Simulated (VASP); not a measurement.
Elastic constants (GPa) of a crystal from PBE GGA, VASP's PBE PAW potentials (set 64) (VASP 6.6.1):

```
      xx    yy    zz    yz    xz    xy
--  ----  ----  ----  ----  ----  ----
xx  80.1  45.7  45.7   0.0   0.0   0.0
yy  45.7  80.1  45.7   0.0   0.0   0.0
zz  45.7  45.7  80.1   0.0   0.0   0.0
yz   0.0   0.0   0.0  37.1   0.0   0.0
xz   0.0   0.0   0.0   0.0  37.1   0.0
xy   0.0   0.0   0.0   0.0   0.0  37.1
```

Q: Work out the Voigt, Reuss and Hill moduli, Young's modulus and Poisson's ratio.

A: All eigenvalues are positive (smallest 34.4 GPa), so the crystal is stable. K_V = (C11+C22+C33+2(C12+C13+C23))/9 = (240.3 + 2×137.1)/9 = 57.2 GPa; G_V = (240.3 − 137.1 + 3×111.3)/15 = 29.1 GPa. From the compliances, K_R = 57.2 GPa and G_R = 25.4 GPa. Hill: K = 57.2 GPa, G = 27.3 GPa, E = 9KG/(3K+G) = 70.5 GPa, ν = (3K−2G)/(2(3K+G)) = 0.294. K/G = 2.10, above Pugh's 1.75; universal anisotropy A^U = 0.74.

Q: With a density of 5.08 g/cm³, what are the mean sound speeds?

A: v_l = √((K+4G/3)/ρ) = 4.29 km/s and v_t = √(G/ρ) = 2.31 km/s. The crystal is ZnSe (zinc blende), cubic.

The compound is ZnSe in the zinc blende structure. It was relaxed first.
